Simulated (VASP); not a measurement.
```
BaTiO3
1.0
    3.95146     0.00000     0.00000
    0.00000     3.95146     0.00000
    0.00000     0.00000     3.95146
Ba Ti O
1 1 3
Cartesian
  1.97573   1.97573   1.97573
  0.00000   0.00000   0.00000
  1.97573   0.00000   0.00000
  0.00000   1.97573   0.00000
  0.00000   0.00000   1.97573
```

Calculation: LDA (Ceperley-Alder, Perdew-Zunger), VASP's LDA PAW potentials (set 64) (plane waves; VASP). Numerical set-up: 520 eV cut-off, Gaussian smearing of 0.050 eV, potentials Ba_sv Ti_sv O.

Unless said otherwise, spin-orbit coupling is left out, though it shifts the bands of the heavy elements here.

Task: What does the run give for the band gap (along the path) with the smallest direct gap where there is one?

Result: 
The band gap (along the path) is 1.73 eV and the smallest direct gap (along the path) is 1.83 eV.

The absolute energy has meaning only against runs of the same code, potentials and settings.

The structure comes from a computed database's BaTiO3 entry (Pm-3m); how it stands against other phases isn't given here. It was relaxed first.
